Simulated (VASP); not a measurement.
Computed with PBEsol GGA, VASP's PBE PAW potentials (set 64) (plane waves; VASP 6.6.1).

A VASP calculation is set up with these files.

File POSCAR:
```
TaZr3C4
1.0
  4.6061428444   0.0000000000   0.0000000000
  0.0000000000   4.6061428444   0.0000000000
  0.0000000000   0.0000000000   4.6061428444
Zr C Ta
3 4 1
Cartesian
  0.0000000000   0.0000000000   0.0000000000
  2.3030714222   2.3030714222   0.0000000000
  2.3030714222   0.0000000000   2.3030714222
  2.3030714222   2.3030714222   2.3030714222
  0.0000000000   0.0000000000   2.3030714222
  0.0000000000   2.3030714222   0.0000000000
  2.3030714222   0.0000000000   0.0000000000
  0.0000000000   2.3030714222   2.3030714222
```

### INCAR
```
ALGO=Normal
EDIFF=1E-6
EDIFFG=-0.02
ENCUT=520
GGA=PS
IBRION=2
ISIF=3
ISMEAR=1
LASPH=.TRUE.
LCHARG=.FALSE.
LMAXMIX=6
LREAL=.FALSE.
LWAVE=.FALSE.
NELM=100
NSW=60
PREC=Accurate
SIGMA=0.1
SYSTEM=TaZr3C4
```

**KPOINTS**
```
K-points
0
G
6 6 6
```

POTCAR, in this order: Zr_sv C Ta_pv (PBE.64 set). Program: vasp_std.

Problem. What will the output report for the number of irreducible k-points (NKPTS), number of bands (NBANDS), largest plane-wave count, number of space-group operations, FFT grid (NGX, NGY, NGZ)?

Solution. 
The number of irreducible k-points (NKPTS) is 20, the number of bands (NBANDS) is 37 and the largest plane-wave count comes out as 2666. The number of space-group operations comes out as 48 and the FFT grid (NGX, NGY, NGZ) is 36 × 36 × 36.

The structure was generated: TaZr3C4 was put into an ordered model structure (Pm-3m), which need not be its known phase. It was relaxed first. The start is the result of an earlier pass. The electron count is odd and the run is not spin-polarised, which forces a metal.
